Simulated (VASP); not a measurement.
NbTe (relaxed from the rock salt structure, space group Fm-3m): computed properties

These are r2SCAN meta-GGA, VASP's PBE PAW potentials (set 64) (plane waves; VASP 6.6.1) values and carry that method's errors.

```
Item                                                                   Value
----------------------------------  ----------------------------------------
space group                                                      Fm-3m (225)
cell                                 a = b = c = 5.682 Å, α = β = γ = 90.00°
volume per atom                                               22.93 Å^3/atom
band gap (over mesh and band path)  none (metal, semimetal or under 0.01 eV)
density                                                           7.98 g/cm³
```

```xyz
2
Lattice="0.0000 2.8411 2.8411 2.8411 0.0000 2.8411 2.8411 2.8411 0.0000" Properties=species:S:1:pos:R:3 pbc="T T T"
Nb     0.0000     0.0000     0.0000
Te     2.8411     2.8411     2.8411
```

Unless said otherwise, spin-orbit coupling is left out, though it shifts the bands of the heavy elements here.

The structure was generated: NbTe was put into the rock salt type (Fm-3m), which need not be its known phase. It was relaxed first, which changed the volume by -34 %. Symmetry was kept, so distortions that lower it aren't found. The electron count is odd and the run is not spin-polarised, which forces a metal.
